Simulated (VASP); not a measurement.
Given:

```
CELL_PARAMETERS angstrom
      0.00000     2.73242     2.73242
      2.73242     0.00000     2.73242
      2.73242     2.73242     0.00000
ATOMIC_POSITIONS crystal
  Ca 0.00000 0.00000 0.00000
```

Computed with rev-vdW-DF2, VASP's PBE PAW potentials (set 64) (plane waves; VASP 6.6.1). Run with 520 eV cut-off, 12×12×12 Γ-centred mesh, first-order Methfessel-Paxton smearing of 0.10 eV, potentials Ca_sv.

### Question
What does the run give for the energy per atom (σ→0), band gap (on the k-mesh) with the smallest direct gap where there is one?

### Answer

The band gap (on the k-mesh) is none (metal, semimetal or under 0.01 eV) and the energy per atom (σ→0) comes out as 0.218 eV/atom.

The absolute energy has meaning only against runs of the same code, potentials and settings.

The compound is Ca in the fcc structure. It was relaxed first, which changed the volume by -6 %.
